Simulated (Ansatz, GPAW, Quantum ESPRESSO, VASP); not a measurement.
# Code comparison for HfAu (P4/nmm, 4 atoms in the cell)

Self-consistent single point.

```xyz
4
Lattice="3.4839 0.0000 0.0000 0.0000 3.4839 0.0000 0.0000 0.0000 6.3205" Properties=species:S:1:pos:R:3 pbc="T T T"
Hf     0.0000     1.7419     5.3824
Hf     1.7419     0.0000     0.9381
Au     0.0000     1.7419     2.3476
Au     1.7419     0.0000     3.9729
```

All programs got the same cell, k-point mesh and kind of occupations (in Ansatz's words: kpoints.mp_grid.grid = 8 8 4; scf.occupations.method = gaussian; scf.occupations.width = 0.1 eV); potentials, basis and cutoffs are each program's usual ones.

```json
[
 {"code": "Ansatz", "model": "PBEsol, PAW files made with PBE", "pressure (GPa)": "-2.67", "largest force (eV/Å)": "0.079", "cutoff": "default"},
 {"code": "Quantum ESPRESSO", "model": "PBEsol, GBRV 1.5 ultrasoft (PBESOL) pseudopotentials", "pressure (GPa)": "-3.37", "largest force (eV/Å)": "0.076", "cutoff": "40 Ry"},
 {"code": "VASP", "model": "PBEsol, VASP's PBE PAW potentials (set 64)", "pressure (GPa)": "-3.85", "largest force (eV/Å)": "0.073", "cutoff": "300 eV"},
 {"code": "GPAW", "model": "PBEsol, GPAW PAW datasets PBEsol (made by gpaw-setup)", "pressure (GPa)": "-1.81", "largest force (eV/Å)": "0.040", "cutoff": "600 eV"}
]
```

Size of the force on each atom (eV/Å): Sizes of forces hide their directions.

```json
[
 {"code": "Ansatz", "Hf1": "0.030", "Hf2": "0.030", "Au3": "0.079", "Au4": "0.079"},
 {"code": "Quantum ESPRESSO", "Hf1": "0.076", "Hf2": "0.076", "Au3": "0.068", "Au4": "0.068"},
 {"code": "VASP", "Hf1": "0.073", "Hf2": "0.073", "Au3": "0.023", "Au4": "0.023"},
 {"code": "GPAW", "Hf1": "0.013", "Hf2": "0.013", "Au3": "0.040", "Au4": "0.040"}
]
```

The spread over the programs that give each value: pressure within 2.04 GPa; largest force within 0.039 eV/Å.

The starting cell comes from a database of computed structures (which also holds hypothetical and non-ambient phases and stackings), without a prior relaxation at this level. On Ansatz's run: Spin-orbit coupling is off.

### Question
Why do the programs differ, and what cannot be compared?

### Answer
Differences of this kind can come from the potentials, where these differ, and from what each basis and cutoff leave unconverged. The valence holds different numbers of electrons (Ansatz (a program for electronic structure) 90, Quantum ESPRESSO 46, VASP 42, GPAW 46). The zero of total energies and Fermi levels follows the potentials and each program's conventions, so they are not compared here. Ansatz's pressure is given at a fixed set of plane waves, as the other plane-wave codes print theirs; with its correction for the finite basis it is -2.63 GPa. In the pressure, GPAW (by 1.21) lies more than 1 GPa from the median of the plane-wave programs.

VASP's run is marked for a possible Pulay error in its stress at this cutoff; no cutoff test was made.

Left out of this page: ABINIT, CP2K, Elk, FLEUR and SIESTA (not drawn, or without a comparable value).

Keys are those of Ansatz 0.2.
